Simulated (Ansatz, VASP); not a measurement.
## Ge (Germanium) in two plane-wave programs

Aim: how closely do two programs agree when they are given the same cell, functional and k mesh? The cell is taken from a series of runs on this material, whose earlier steps may have relaxed, scaled, displaced or heated it; both programs get it as it stands.

Calculated with Ansatz 0.2.0; plane waves, with VASP 6.6.1 beside it; zone-centre phonons at LDA.

### 1. The structure

It takes space group Imma (No. 74, orthorhombic). The conventional cell has a = 3.974 Å, b = 4.015 Å, c = 5.600 Å, α = 90.00°, β = 90.00°, γ = 90.00°. Nearest to Ge lie 4 Ge at 2.44 Å.

### 2. Ansatz: zone-centre phonons, LDA

Ansatz runs on its PAW soft_1 files.

Second derivatives magnify differences that forces hide, and they need a tight electronic threshold.

input.yaml

```yaml
crystal:
  lattice:
    - [0.01439487, 2.8244235367, 2.8002482406]
    - [2.8244235367, 0.01439487, 2.8002482406]
    - [2.8388184066, 2.8388184066, -1.0e-10]
  atoms:
    - { symbol: Ge, position: [0.5006954868, 0.5006954868, 0.4993045132] }
    - { symbol: Ge, position: [0.7493045132, 0.7493045132, 0.7506954868] }
kpoints:
  mp_grid: { grid: [16, 16, 16] }
hamiltonian:
  xc: lda
  pseudopotentials: { kind: paw, azcp: { folder: soft_1 }, xc_functional: pbe }
scf:
  occupations: { method: methfessel_paxton, width: 0.2 }
output:
  eigenvalues: true
phonons:
  method: dfpt
```

The run is started by

```bash
$ ansatz run input.yaml --threads 4 --pin off --max-ram 10240MiB --backend cpu --events-out ev --progress --plain --runs-dir out
```

Numbers of over 12 decimals in the logs are rounded to 6 here.

The log of the run:

```text
zone centre: on kpoints.mp_grid the ground state, and the responses unless they are solved on pairs of k-points, stand on 1098 of the mesh's 4096 k-points, reduced under 2 symmetry operations, with k and −k counted as one. Each operation leaves every solved displacement unchanged or reverses it
Engine: ansatz 0.2.0, aarch64-unknown-linux-gnu
Pseudopotentials: kind: paw
Pseudopotential: Ge, paw, valence charge 14, recommended cutoff 420 eV (normal), soft_1/Ge.paw.azcp
Functional definition: SPW92
  exchange = slater_x
  correlation = pw_c
Crystal: 2 atoms, lattice volume = 44.676 Å³
Basis set: ecut = 420 eV, 885 PW (Γ), exchange–correlation on 64×64×64 points (8 copies of the dense FFT grid, shifted against one another)
Bands: 18, of which v1, the nominal top of the filled ones, is band 14 counted from 1 (13 counted from 0)
Symmetry: 8 space group operations
k-points: 1098 of 4096 (irreducible under 2 space group operations, time reversal used)
Non-local potential: Ge, projectors of the file, l = 0: 2, l = 1: 2, l = 2: 3, l = 3: 1
PAW form: soft (Blöchl's): semilocal exchange-correlation on the pseudo side does not see the compensation charge
PAW frozen core: Ge, regenerated for the run's functional, and the local potential with it (the file was generated under x = pbe(κ = 0.804, μ = 0.219515), c = pbe(β = 0.066725))
PAW one-centre angular grid: Ge, 590 points (default); XC on 64 Gauss nodes
Initial density: superposition of atomic densities (chi_scale 0.1, normalization cell)
Initial wavefunctions: pseudopotential atomic-orbital guess
Functional: x = slater, c = lda
SCF iter   1: F=—  HF=-8431.588875 eV  |F-HF|=—  |Δ(HF+E_count)|=         —  Δρ=3.52e-2  dr2=5.07e-1  ethr=3.10e-3  ⟨swp⟩=5.1  Hψ=90130  notcnv=0
preconditioner: auto → Kerker (q_TF=auto, 2.524 Å⁻¹)  [metal: Δε(μ)=0.134 eV  Ē_g=23.461 eV  σ=0.200 eV  W_gap=0.47  n_scr=14 (ndim 8)  ℏωp=29.4 eV  f_vac=0.000  D(μ)=0.03/eV (n_scr^D=0)]
SCF iter   2: F=—  HF=-8431.526278 eV  |F-HF|=—  |Δ(HF+E_count)|=   6.26e-2  S|Δr|=    0.00e0  Δρ=2.30e-2  dr2=2.53e-1  ethr=1.81e-3  ⟨swp⟩=1.0  Hψ=28555  notcnv=0
SCF iter   3: F=—  HF=-8431.454542 eV  |F-HF|=—  |Δ(HF+E_count)|=   7.17e-2  S|Δr|=    0.00e0  Δρ=3.89e-3  dr2=1.16e-2  ethr=9.02e-4  ⟨swp⟩=2.0  Hψ=28250  notcnv=0
SCF iter   4: F=—  HF=-8431.453416 eV  |F-HF|=—  |Δ(HF+E_count)|=   1.13e-3  S|Δr|=    0.00e0  Δρ=2.28e-3  dr2=3.32e-3  ethr=4.13e-5  ⟨swp⟩=2.0  Hψ=30856  notcnv=0
SCF iter   5: F=—  HF=-8431.453026 eV  |F-HF|=—  |Δ(HF+E_count)|=   3.90e-4  S|Δr|=    0.00e0  Δρ=6.82e-4  dr2=1.28e-4  ethr=1.19e-5  ⟨swp⟩=2.0  Hψ=35139  notcnv=0
SCF iter   6: F=—  HF=-8431.452993 eV  |F-HF|=—  |Δ(HF+E_count)|=   3.31e-5  S|Δr|=    0.00e0  Δρ=1.17e-4  dr2=3.78e-6  ethr=4.57e-7  ⟨swp⟩=2.0  Hψ=34267  notcnv=0
SCF iter   7: F=—  HF=-8431.452999 eV  |F-HF|=—  |Δ(HF+E_count)|=   6.19e-6  S|Δr|=    0.00e0  Δρ=3.07e-5  dr2=2.90e-7  ethr=1.35e-8  ⟨swp⟩=2.0  Hψ=34956  notcnv=0
SCF iter   8: F=—  HF=-8431.452999 eV  |F-HF|=—  |Δ(HF+E_count)|=   2.05e-7  S|Δr|=    0.00e0  Δρ=5.98e-6  dr2=1.36e-8  ethr=1.04e-9  ⟨swp⟩=2.0  Hψ=34602  notcnv=0
SCF iter   9: F=—  HF=-8431.452999 eV  |F-HF|=—  |Δ(HF+E_count)|=   1.79e-8  S|Δr|=    0.00e0  Δρ=1.12e-6  dr2=6.96e-10  ethr=4.85e-11  ⟨swp⟩=3.0  Hψ=35483  notcnv=0
SCF iter  10: F=—  HF=-8431.452999 eV  |F-HF|=—  |Δ(HF+E_count)|=  5.38e-10  S|Δr|=    0.00e0  Δρ=2.32e-7  dr2=4.63e-11  ethr=2.49e-12  ⟨swp⟩=2.0  Hψ=23505  notcnv=0
SCF iter  11: F=-8431.452999 eV  HF=-8431.452999 eV  |F-HF|=3.64e-12  |Δ(HF+E_count)|=    0.00e0  S|Δr|=    0.00e0  Δρ=8.36e-8  dr2=4.25e-12  ethr=1.00e-12  ⟨swp⟩=5.1  Hψ=74785  notcnv=0
SCF 1 converged in 11 iterations: F = -8431.452999 eV  dr2 = 4.25e-12
  greatest PAW one-centre occupation: 0.998 electrons in one spin orbital (limit 2), on the Ge atom at site 1 (counted from 0), in its partial waves of l = 2
DFPT response loops at Γ: preconditioner auto → Kerker (q_TF=auto, 2.524 Å⁻¹) (partly filled bands, converged f_vac=0.057); β = 1.00, the filter's whole step (`scf.mixing.beta` (0.50) is not read by the response loops under this deck's `scf.mixing.preconditioner`; to damp them name `kerker` or `kerker_dos`, under which they read `scf.mixing.beta`, and type it under 1.00, their step now; both keys bind the ground state too); Broyden in place of MSR1
SCF converged after 11 iterations
Stability not checked: this state was not tested for a lower state beside it, because cold or Methfessel-Paxton smearing, or corrected tetrahedra, fill the levels in a way that the test cannot read (fill_not_monotonic; see scf.lower_state_search)
Free energy (F): -8431.452999 eV
Harris-Foulkes:  -8431.452999 eV  (|F-HF|=3.64e-12)
Internal energy: -8431.453120 eV  (E = F + TS)
E sigma→0 (E₀):  -8431.453029 eV
Entropy (-TS):   0.000122 eV (0.061 meV/atom)
Fermi energy:    8.423879 eV
Step filling:    the computed levels leave a gap of 0.0102 eV = 0.1 smearing widths at the electron count; against every level under it full and every level over it empty, smearing changes F+E_penalty+E_count by +0.063 meV and its σ→0 estimate by +0.033 meV
--- Per-component energies (eV) ---
  E_band       = -306.976019
  E_kinetic    = 186.982833
  E_local      = -4492.114017  (includes V_loc(G=0)·N_el)
  E_nonlocal   = 442.010914
  E_hartree    = 2139.209110
  E_xc         = -143.111226
  E_vxc        = -131.619525  (∫ρ·V_xc dr)
  E_paw        = -3869.056858  (= ΣΔE_a)
  E_vpaw       = -590.654450  (= ΣTr[D̂ρ^β])
  E_aug_tail   = 0.000034  (compensation charges beyond the density's cutoff)
  E_ewald      = -2699.190564
  E_core_change = 3.816653  (= ΣΔE_core)
  E_smearing   = 0.000122  (= −TS)
  E_closure    = 0.000000  (closes the sum)
  Σ components = -8431.452999   (vs F -8431.452999, Δ=0.00e0)
--- Band table (eV; the first three rows and the last of 1098) ---
  k-point 0: bands = [... 10 lower, -4.5094, 8.3370, 8.3403, 8.4278, 8.4487, 10.9046, 10.9166, 11.0041]
  k-point 1: bands = [... 10 lower, -4.4615, 7.1971, 8.3161, 8.3273, 9.1932, 11.0383, 11.1127, 11.1344]
  k-point 2: bands = [... 10 lower, -4.3187, 5.9624, 8.0816, 8.0853, 9.4092, 11.3556, 11.4483, 11.8359]
  k-point 1097: bands = [... 10 lower, -0.5795, -0.5299, 5.1857, 5.3090, 8.9269, 9.0904, 17.8891, 17.9540]
--- Phonons (Γ-DFPT): 2 representative perturbations + reference, on 1098 of 4096 k-points (Σ response iterations 6) ---
  k mesh reduced under 2 symmetry operations, with k and −k counted as one. Each operation leaves every solved displacement unchanged or reverses it
  ASR residual: 8.168e-6 → 0.000e0 eV/Å²; symmetrization residual: 4.558e-9 eV/Å²
  ASR residual per site (eV/Å²): 8.17e-6 8.17e-6
  Γ frequencies (cm⁻¹): 0.00 0.00 0.00 286.10 287.21 287.38
  non-analytic LO–TO correction: not included (Born effective charges unavailable; polar crystals: no LO–TO splitting at Γ)
```

### 3. VASP: zone-centre phonons, LDA

The same cell, functional (in two slightly different forms), mesh and smearing now go to VASP, with its own data sets.

Lines of VASP's logs that name or quote its potential files are left out, and so is its time.

INCAR

```
SYSTEM = Ge
PREC = Accurate
ENCUT = 500
EDIFF = 1E-08
NELM = 120
ISMEAR = 1
SIGMA = 0.2
LREAL = .FALSE.
ALGO = Normal
GGA = CA
NBANDS = 20
LORBIT = 11
LWAVE = .FALSE.
LCHARG = .FALSE.
ISIF = 2
IBRION = 8
LASPH = .TRUE.
GGA_COMPAT = .FALSE.
KPAR = 2
```

POSCAR

```
Ge
1.0
    0.0143948700      2.8244235367      2.8002482406
    2.8244235367      0.0143948700      2.8002482406
    2.8388184066      2.8388184066     -0.0000000001
Ge
2
Direct
    0.5006954868      0.5006954868      0.4993045132
    0.7493045132      0.7493045132      0.7506954868
```

KPOINTS

```
Automatic mesh
0
Gamma
16 16 16
0 0 0
```

PAW data sets: Ge_d (LDA family, release 64).

The run is started by

```bash
$ mpirun -np 2 vasp_std
```

The log of the run:

```text
[banner, memory and clock lines left out]
running    2 mpi-ranks, on    1 nodes
 distrk:  each k-point on    1 cores,    2 groups
 distr:  one band on    1 cores,    1 groups

 POSCAR found type information on POSCAR Ge
 POSCAR found :  1 types and       2 ions
 LDA part: xc-table for (Slater(with rela. corr.)+CA(PZ))
 , standard interpolation
 POSCAR, INCAR and KPOINTS ok, starting setup
 FFT: planning ... GRIDC
 FFT: planning ... GRID_SOFT
 FFT: planning ... GRID
 WAVECAR not read
 entering main loop
       N       E                     dE             d eps       ncg     rms          rms(c)
DAV:   1     0.182341946642E+03    0.18234E+03   -0.14734E+04 26948   0.371E+03
DAV:   2     0.146418146886E+02   -0.16770E+03   -0.16329E+03 24880   0.581E+02
DAV:   3    -0.978444499161E+01   -0.24426E+02   -0.24246E+02 28064   0.143E+02
DAV:   4    -0.105577196392E+02   -0.77327E+00   -0.77276E+00 27788   0.299E+01
DAV:   5    -0.105702891890E+02   -0.12570E-01   -0.12569E-01 27912   0.413E+00    0.334E+00
DAV:   6    -0.104500018237E+02    0.12029E+00   -0.39002E-02 27480   0.170E+00    0.191E+00
DAV:   7    -0.103896908399E+02    0.60311E-01   -0.78199E-02 26036   0.209E+00    0.140E-01
DAV:   8    -0.103903731580E+02   -0.68232E-03   -0.56251E-03 28168   0.859E-01    0.471E-02
DAV:   9    -0.103904130683E+02   -0.39910E-04   -0.89834E-05 28648   0.982E-02    0.132E-02
DAV:  10    -0.103904096070E+02    0.34613E-05   -0.96895E-06 33792   0.462E-02    0.426E-03
DAV:  11    -0.103904095203E+02    0.86618E-07   -0.10916E-06 26600   0.839E-03    0.164E-03
DAV:  12    -0.103904095177E+02    0.26303E-08   -0.10301E-07 33724   0.399E-03    0.396E-04
DAV:  13    -0.103904095160E+02    0.17390E-08   -0.65745E-09 17220   0.749E-04
   1 F= -.10390410E+02 E0= -.10390457E+02  d E =0.143195E-03
 Linear response reoptimize wavefunctions to high precision
DAV:   1    -0.103904095162E+02   -0.20373E-09   -0.10682E-09 16676   0.331E-04
DAV:   2    -0.103904095162E+02   -0.90949E-11   -0.17714E-10 14688   0.163E-04
 Linear response DOF=           2
 Linear response progress:
  Degree of freedom:   1/  2
       N       E                     dE             d eps       ncg     rms          rms(c)
RMM:   1    -0.188149021187E+00   -0.18815E+00    0.85146E+00100287   0.448E+01
RMM:   2    -0.195641798067E+00   -0.74928E-02   -0.13490E-02132700   0.111E+00    0.755E-02
RMM:   3    -0.195706903187E+00   -0.65105E-04   -0.95725E-04141041   0.320E-01    0.434E-02
RMM:   4    -0.195657198006E+00    0.49705E-04   -0.63545E-05150369   0.822E-02    0.470E-03
RMM:   5    -0.195663364053E+00   -0.61660E-05   -0.45361E-06145069   0.191E-02    0.236E-03
RMM:   6    -0.195673721240E+00   -0.10357E-04   -0.57745E-07146865   0.519E-03    0.308E-04
RMM:   7    -0.195672940493E+00    0.78075E-06   -0.10155E-07151460   0.173E-03    0.194E-04
RMM:   8    -0.195672415241E+00    0.52525E-06    0.43896E-08153127   0.612E-04    0.401E-05
RMM:   9    -0.195672274037E+00    0.14120E-06   -0.43280E-07153808   0.279E-04    0.167E-05
RMM:  10    -0.195672379971E+00   -0.10593E-06    0.37163E-08155208   0.140E-04    0.543E-06
RMM:  11    -0.195672385973E+00   -0.60024E-08   -0.14504E-07156588   0.848E-05    0.290E-06
RMM:  12    -0.195672400428E+00   -0.14454E-07    0.76400E-08163464   0.599E-05    0.170E-06
RMM:  13    -0.195672417499E+00   -0.17072E-07    0.92236E-08177073   0.488E-05    0.214E-07
RMM:  14    -0.195672418443E+00   -0.94306E-09    0.25635E-08165805   0.429E-05    0.227E-07
 first order change of Fermi-energy   0.23563E-04
 force on displaced ion       1 direction 1 : -11.205   0.115   0.000
 Linear response progress:
  Degree of freedom:   2/  2
       N       E                     dE             d eps       ncg     rms          rms(c)
RMM:   1    -0.188040400438E+00   -0.18804E+00    0.85627E+00 30217   0.449E+01
RMM:   2    -0.195545550662E+00   -0.75052E-02   -0.13711E-02 40389   0.111E+00    0.749E-02
RMM:   3    -0.195600902583E+00   -0.55352E-04   -0.93668E-04 42734   0.316E-01    0.430E-02
RMM:   4    -0.195550056641E+00    0.50846E-04   -0.64228E-05 45544   0.819E-02    0.475E-03
RMM:   5    -0.195556296593E+00   -0.62400E-05   -0.39855E-06 43907   0.189E-02    0.233E-03
RMM:   6    -0.195566557080E+00   -0.10260E-04   -0.22398E-07 44459   0.518E-03    0.321E-04
RMM:   7    -0.195565915737E+00    0.64134E-06   -0.17432E-08 45624   0.169E-03    0.198E-04
RMM:   8    -0.195565476166E+00    0.43957E-06   -0.33070E-09 46249   0.598E-04    0.407E-05
RMM:   9    -0.195565317131E+00    0.15903E-06   -0.49318E-10 45561   0.274E-04    0.158E-05
RMM:  10    -0.195565417340E+00   -0.10021E-06   -0.76981E-09 46322   0.136E-04    0.589E-06
RMM:  11    -0.195565432265E+00   -0.14925E-07   -0.16068E-08 47445   0.811E-05    0.296E-06
RMM:  12    -0.195565456141E+00   -0.23876E-07   -0.85099E-09 47329   0.574E-05    0.126E-06
RMM:  13    -0.195565463990E+00   -0.78485E-08   -0.18934E-09 39320   0.463E-05    0.296E-07
 first order change of Fermi-energy   0.35522E+00
 force on displaced ion       1 direction 3 :  -0.000  -0.000 -11.211
 Linear response finished
```

OUTCAR, selected parts (step 3):

```text
ion  position               nearest neighbor table
   1  0.501  0.501  0.499-   2 2.44   2 2.44   2 2.44   2 2.44
   2  0.749  0.749  0.751-   1 2.44   1 2.44   1 2.44   1 2.44

  LATTYP: Found a body centered orthorhombic cell.
 ALAT       =     3.9739806511
 B/A-ratio  =     1.0102453545
 C/A-ratio  =     1.4092913310

 Subroutine GETGRP returns: Found  8 space group operations
 (whereof  4 operations were pure point group operations)

The static configuration has the point symmetry C_2v.
 The point group associated with its full space group is D_2h.

 Found    621 irreducible k-points:

   k-points           NKPTS =    621   k-points in BZ     NKDIM =    621   number of bands    NBANDS=     20

   dimension x,y,z NGX =    30 NGY =   30 NGZ =   30
   dimension x,y,z NGXF=    60 NGYF=   60 NGZF=   60

   ENCUT  =  500.0 eV  36.75 Ry    6.06 a.u.   7.25  7.25  7.32*2*pi/ulx,y,z

   NELECT =      28.0000    total number of electrons

 k-points in reciprocal lattice and weights: Automatic mesh
   0.00000000  0.00000000  0.00000000       0.000
   0.06250000  0.00000000 -0.00000000       0.001
   0.12500000  0.00000000 -0.00000000       0.001
   0.18750000  0.00000000  0.00000000       0.001
   0.25000000  0.00000000 -0.00000000       0.001
   0.31250000  0.00000000 -0.00000000       0.001
   0.37500000  0.00000000  0.00000000       0.001
   0.43750000  0.00000000 -0.00000000       0.001
   0.50000000  0.00000000 -0.00000000       0.000
[...]
0.25000000  0.25000000  0.50000000       0.000
  -0.25000000  0.25000000  0.50000000       0.000

 average (electrostatic) potential at core
       1 -75.2916       2 -75.2916

  Total       -0.1515368     -0.1515368      0.0224000     -0.1728680      0.0000000      0.0000000
  in kB       -5.4344280     -5.4344280      0.8033120     -6.1994083      0.0000000      0.0000000
  external PRESSURE =      -3.3551814 kB  Pullay stress =       0.0000000 kB

  energy-cutoff  :      500.00
  volume of cell :       44.68
      direct lattice vectors                 reciprocal lattice vectors
     0.014394870  2.824423537  2.800248241    -0.177934128  0.177934128  0.178555598
     2.824423537  0.014394870  2.800248241     0.177934128 -0.177934128  0.178555598
     2.838818407  2.838818407 -0.000000000     0.176129617  0.176129617 -0.178555598

 POSITION                                       TOTAL-FORCE (eV/Angst)
 -----------------------------------------------------------------------------------
      2.83882      2.83882      2.80414         0.000000      0.000000      0.000381
      4.25823      4.25823      4.19648        -0.000000     -0.000000     -0.000381
 -----------------------------------------------------------------------------------
    total drift:                               -0.000000     -0.000000      0.000000

 Eigenvectors and eigenvalues of the dynamical matrix
 ----------------------------------------------------

   1 f  =    8.729475 THz    54.848908 2PiTHz  291.183939 cm-1    36.102191 meV
             X         Y         Z           dx          dy          dz
      2.838818  2.838818  2.804143     0.500000   -0.500000    0.000000
      4.258228  4.258228  4.196477    -0.500000    0.500000   -0.000000

   2 f  =    8.687356 THz    54.584267 2PiTHz  289.779003 cm-1    35.928001 meV
             X         Y         Z           dx          dy          dz
      2.838818  2.838818  2.804143     0.000000    0.000000    0.707107
      4.258228  4.258228  4.196477    -0.000000   -0.000000   -0.707107

   3 f  =    8.640460 THz    54.289608 2PiTHz  288.214706 cm-1    35.734053 meV
             X         Y         Z           dx          dy          dz
      2.838818  2.838818  2.804143     0.500000    0.500000   -0.000000
      4.258228  4.258228  4.196477    -0.500000   -0.500000    0.000000

   4 f  =    0.000000 THz     0.000000 2PiTHz    0.000003 cm-1     0.000000 meV
             X         Y         Z           dx          dy          dz
      2.838818  2.838818  2.804143    -0.623886   -0.296535    0.151108
      4.258228  4.258228  4.196477    -0.623886   -0.296535    0.151108

   5 f  =    0.000000 THz     0.000000 2PiTHz    0.000002 cm-1     0.000000 meV
             X         Y         Z           dx          dy          dz
      2.838818  2.838818  2.804143     0.270591   -0.265027    0.597110
      4.258228  4.258228  4.196477     0.270591   -0.265027    0.597110

   6 f/i=    0.000000 THz     0.000000 2PiTHz    0.000002 cm-1     0.000000 meV
             X         Y         Z           dx          dy          dz
      2.838818  2.838818  2.804143     0.193771   -0.584660   -0.347312
      4.258228  4.258228  4.196477     0.193771   -0.584660   -0.347312

 ELASTIC MODULI CONTR FROM IONIC RELAXATION (kBar)
 Direction    XX          YY          ZZ          XY          YZ          ZX
 --------------------------------------------------------------------------------
 XX          -0.0462     -0.0462     -0.0709      3.1966      0.0000     -0.0000
 YY          -0.0462     -0.0462     -0.0709      3.1966     -0.0000     -0.0000
 ZZ          -0.0709     -0.0709     -0.1087      4.9011      0.0000      0.0000
 XY           3.1966      3.1966      4.9011   -220.9561      0.0000     -0.0000
 YZ           0.0000     -0.0000      0.0000      0.0000   -222.2997     12.5212
 ZX          -0.0000     -0.0000      0.0000     -0.0000     12.5212   -205.1926
 --------------------------------------------------------------------------------
```

The gap is under twice the smearing width, so the edge states are partly filled and the run can't tell a small gap from a semimetal. Methfessel-Paxton smearing is not meant for a cell with a gap.

### 4. Differences

Known differences besides the potentials themselves: the two LDA forms differ slightly; the cutoff is 420 eV in Ansatz and 500 eV in VASP; VASP's log shows a relativistic correction to its local exchange, Ansatz's none. Total energies have different zeros and are not compared.

Both answers:

```
             quantity  Ansatz   VASP  difference
optical mode 1 (cm⁻¹)   286.1  288.2     -0.73 %
optical mode 2 (cm⁻¹)   287.2  289.8     -0.89 %
optical mode 3 (cm⁻¹)   287.4  291.2     -1.31 %
```

Our record labels this cell a metal in Ansatz alone; each run is judged by its own test, so with a small gap or wide smearing the label says little about the levels. Modes are paired by rising frequency, not by their patterns, so a pair may set unlike modes beside each other; they are those without the splitting of longitudinal modes.

### 5. Outcome

- r.m.s. difference of the optical zone-centre modes, each program's sorted by frequency (zone-centre phonons, LDA): 2.9 cm⁻¹
- difference in optical mode 3 (zone-centre phonons, LDA): -1.3 %

What this shows: The r.m.s. difference of the optical zone-centre modes, each program's sorted by frequency is 2.9 cm⁻¹ (zone-centre phonons, LDA). Among the rows given in per cent, the largest difference of the zone-centre phonons, LDA pair is in optical mode 3, -1.3 %. Such differences can come from data sets, numerical settings and the points named under the comparisons, not from the functional's error against experiment.

[Lines on the potential files, build, host, timing and source positions are cut from VASP's logs without a mark.]

[Logs are printed without paths, hosts, clocks, repeated set-up lines and the standing remarks that a program may print on its own settings, such as how far it seeks lower states.]

[Hosts, paths, dates, database ids (printed as entryN), source tags and the programs' standing remarks are cut or masked in the printed files.]
